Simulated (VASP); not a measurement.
Input for VASP

### POSCAR
```
CdI2
1
    1.7991945001    -3.1163048098     0.0000000000
    1.7991945001     3.1163048098    -0.0000000000
   -0.0000000000    -0.0000000000     6.0765687938
Cd I
1 2
Direct
  0.0000000000   0.0000000000   0.0000000000
  0.3333330000   0.6666670000   0.2943177561
  0.6666670000   0.3333330000   0.7056822439
```

**KPOINTS**
```
Automatic mesh
0
Gamma
7 7 4
0 0 0
```

INCAR:
```
# general
SYSTEM   =  CdI2
PREC     =  Accurate
ENCUT    =  500
LREAL    =  .False.
LASPH    =  .True.

# electronic loop
EDIFF    =  1E-6
NELM     =  100
ALGO     =  Normal
LMAXMIX  =  4

# smearing
ISMEAR   =  0
SIGMA    =  0.05

# functional
GGA      =  PS

# ions
IBRION   =  2
NSW      =  40
ISIF     =  3
EDIFFG   =  -0.02
PSTRESS  =  300

# output
LWAVE    =  .False.
LCHARG   =  .False.
```

POTCAR, in this order: Cd I (PBE.64 set). Program: vasp_std.

Problem. Write an equivalent input for Ansatz.

Solution. One equivalent input (not run):
Ansatz 0.2 input:
```yaml
crystal:
  lattice:
    - [1.7991945, -3.1163048, 0.0000000]
    - [1.7991945, 3.1163048, 0.0000000]
    - [0.0000000, 0.0000000, 6.0765688]
  atoms:
    - { symbol: Cd, position: [0.0000000, 0.0000000, 0.0000000] }
    - { symbol: I, position: [0.3333330, 0.6666670, 0.2943178] }
    - { symbol: I, position: [0.6666670, 0.3333330, 0.7056822] }
kpoints:
  mp_grid: { grid: [7, 7, 4] }
hamiltonian:
  xc: pbesol
  pseudopotentials: { kind: paw }
scf:
  occupations: { method: gaussian, width: 0.05 }
  max_iter: 100
relax:
  max_steps: 40
  f_tol: 0.02
  cell: { p_target: 30 }
output: { forces: true, stress: true, eigenvalues: true }
```
The two are equivalent in intent, not identical: each code has its own PAW files, so the cut-off isn't converted (ENCUT is set for VASP's; basis.ecutwfc is left out, and Ansatz then takes the one that its files recommend); Ansatz stops its SCF on the density residual and VASP on the energy change (EDIFF).

The compound is CdI2 in the 1T layered structure. It was relaxed first under an external pressure of 30 GPa.
